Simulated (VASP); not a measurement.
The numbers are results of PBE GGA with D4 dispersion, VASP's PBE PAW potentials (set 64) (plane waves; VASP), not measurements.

VASP ran on this input.

POSCAR:
```
BaTiO3
8.0244070
  0.5000000058   0.0000000000   0.0000000000
  0.0000000000   0.5000000058   0.0000000000
  0.0000000000   0.0000000000   0.5000000058
Ba Ti O
1 1 3
Cart
  0.0000000000   0.0000000000   0.0000000000
  0.2500000029   0.2500000029   0.2500000029
  0.2500000029   0.0000000000   0.2500000029
  0.0000000000   0.2500000029   0.2500000029
  0.2500000029   0.2500000029   0.0000000000
```

INCAR:
```
NELM=100   ! most electronic steps
NEDOS=601   ! DOS grid
PREC=Accurate
LASPH=T   ! aspherical one-centre terms
EDIFF=1E-7
LCHARG=T
LEFG=T
ALGO=Normal   ! blocked Davidson
LORBIT=11   ! lm-projected
LMAXMIX=4
ENCUT=520   ! plane-wave cut-off (eV)
ISMEAR=-5   ! tetrahedra, Bloechl
SYSTEM=BaTiO3
LREAL=F
LWAVE=F
IVDW=13
GGA=PE
ISIF=2   ! forces and stress, cell fixed
```

File KPOINTS:
```
Automatic mesh
0
Gamma
6 6 6
0 0 0
```

POTCAR, in this order: Ba_sv Ti_sv O (PBE.64 set). Program: vasp_std.

The run wrote:

File OUTCAR:
```
 ion  position               nearest neighbor table
   1  0.000  0.000  0.000-   3 2.84   4 2.84   5 2.84   3 2.84   4 2.84   4 2.84   5 2.84   4 2.84
                             3 2.84   5 2.84   3 2.84   5 2.84   2 3.47   2 3.47   2 3.47   2 3.47
   2  0.500  0.500  0.500-   3 2.01   4 2.01   5 2.01   5 2.01   3 2.01   4 2.01   1 3.47   1 3.47
                             1 3.47   1 3.47   1 3.47   1 3.47   1 3.47   1 3.47
   3  0.500  0.000  0.500-   2 2.01   2 2.01   1 2.84   1 2.84   1 2.84   1 2.84
   4  0.000  0.500  0.500-   2 2.01   2 2.01   1 2.84   1 2.84   1 2.84   1 2.84
   5  0.500  0.500  0.000-   2 2.01   2 2.01   1 2.84   1 2.84   1 2.84   1 2.84
  LATTYP: Found a simple cubic cell.
 ALAT       =     4.0122035463
 Subroutine PRICEL returns:
 Original cell was already a primitive cell.
 Subroutine GETGRP returns: Found 48 space group operations
The static configuration has the point symmetry O_h .
The dynamic configuration has the point symmetry O_h .
 Subroutine INISYM returns: Found 48 space group operations
 Subroutine IBZKPT returns following result:
 Found     20 irreducible k-points:

 Following reciprocal coordinates:
            Coordinates               Weight
  0.000000  0.000000  0.000000      1.000000
  0.166667  0.000000  0.000000      6.000000
  0.333333  0.000000  0.000000      6.000000
  0.500000  0.000000  0.000000      3.000000
...
```

File OSZICAR:
```
       N       E                     dE             d eps       ncg     rms          rms(c)
DAV:   1     0.460924846638E+03    0.46092E+03   -0.21386E+04   960   0.182E+03
DAV:   2     0.763732793537E+01   -0.45329E+03   -0.44675E+03  1144   0.490E+02
DAV:   3    -0.487436802607E+02   -0.56381E+02   -0.56275E+02  1408   0.154E+02
DAV:   4    -0.509420533902E+02   -0.21984E+01   -0.21973E+01  1352   0.302E+01
DAV:   5    -0.510204056201E+02   -0.78352E-01   -0.78349E-01  1360   0.400E+00    0.232E+01
DAV:   6    -0.401451318524E+02    0.10875E+02   -0.74623E+01  1456   0.766E+01    0.101E+01
DAV:   7    -0.401361676504E+02    0.89642E-02   -0.11754E+01  1200   0.250E+01    0.633E+00
DAV:   8    -0.399604877689E+02    0.17568E+00   -0.10973E+00  1296   0.100E+01    0.268E+00
DAV:   9    -0.399883612280E+02   -0.27873E-01   -0.23039E-01  1288   0.347E+00    0.116E+00
DAV:  10    -0.399774871686E+02    0.10874E-01   -0.81013E-02  1272   0.291E+00    0.415E-01
DAV:  11    -0.399761682239E+02    0.13189E-02   -0.89436E-03  1408   0.757E-01    0.687E-02
DAV:  12    -0.399762211898E+02   -0.52966E-04   -0.21077E-03  1160   0.465E-01    0.824E-02
DAV:  13    -0.399761307773E+02    0.90413E-04   -0.42319E-04  1264   0.157E-01    0.114E-02
DAV:  14    -0.399761380628E+02   -0.72855E-05   -0.28224E-05  1256   0.491E-02    0.208E-02
DAV:  15    -0.399761340635E+02    0.39993E-05   -0.10247E-05  1208   0.304E-02    0.519E-03
DAV:  16    -0.399761336634E+02    0.40007E-06   -0.20753E-06  1440   0.984E-03    0.190E-03
DAV:  17    -0.399761337494E+02   -0.85950E-07   -0.25617E-07   784   0.471E-03
   1 F= -.41045436E+02 E0= -.41045436E+02  d E =0.000000E+00
```

OUTCAR:
```
------------------------ aborting loop because EDIFF is reached ----------------------------------------
  Edisp (eV):   -1.06930
  FORCE on cell =-STRESS in cart. coord.  units (eV):
  Direction    XX          YY          ZZ          XY          YZ          ZX
  --------------------------------------------------------------------------------------
  Total      -0.08567    -0.08567    -0.08567     0.00000    -0.00000    -0.00000
  in kB      -2.12507    -2.12507    -2.12507     0.00000    -0.00000    -0.00000
  external pressure =       -2.13 kB  Pullay stress =        0.00 kB
  volume of cell :       64.59
      direct lattice vectors                 reciprocal lattice vectors
     4.012203546  0.000000000  0.000000000     0.249239598  0.000000000  0.000000000
     0.000000000  4.012203546  0.000000000     0.000000000  0.249239598  0.000000000
     0.000000000  0.000000000  4.012203546     0.000000000  0.000000000  0.249239598
 POSITION                                       TOTAL-FORCE (eV/Angst)
 -----------------------------------------------------------------------------------
      0.00000      0.00000      0.00000         0.000000      0.000000      0.000000
      2.00610      2.00610      2.00610         0.000000      0.000000      0.000000
      2.00610      0.00000      2.00610         0.000000      0.000000      0.000000
      0.00000      2.00610      2.00610         0.000000      0.000000      0.000000
      2.00610      2.00610      0.00000         0.000000      0.000000      0.000000
 -----------------------------------------------------------------------------------
    total drift:                                0.000000      0.000000     -0.000000
  FREE ENERGIE OF THE ION-ELECTRON SYSTEM (eV)
  ---------------------------------------------------
  free  energy   TOTEN  =       -41.0454358056 eV

  energy  without entropy=      -41.0454358056  energy(sigma->0) =      -41.04543581

 total charge

# of ion       s       p       d       tot
------------------------------------------
    1        2.007   5.652   0.326   7.985
    2        2.208   6.264   1.690  10.162
    3        1.564   3.464   0.000   5.028
    4        1.564   3.464   0.000   5.028
    5        1.564   3.464   0.000   5.028
--------------------------------------------------
tot          8.906  22.309   2.016  33.230

 Electric field gradients after diagonalization (V/A^2)
 (convention: |V_zz| > |V_xx| > |V_yy|)
----------------------------------------------------------------------
 ion       V_xx      V_yy      V_zz     asymmetry (V_yy - V_xx)/ V_zz
----------------------------------------------------------------------
   1       0.000    -0.000    -0.000       0.837
   2      -0.000    -0.000    -0.000      -0.068
   3     -12.723   -12.723    25.446       0.000
   4     -12.723   -12.723    25.446       0.000
   5     -12.723   -12.723    25.446       0.000
```
(Selected blocks of OUTCAR.)

The compound is BaTiO3 in the cubic perovskite structure, the ideal cubic form; the compound distorts at low or room temperature. It was relaxed first.
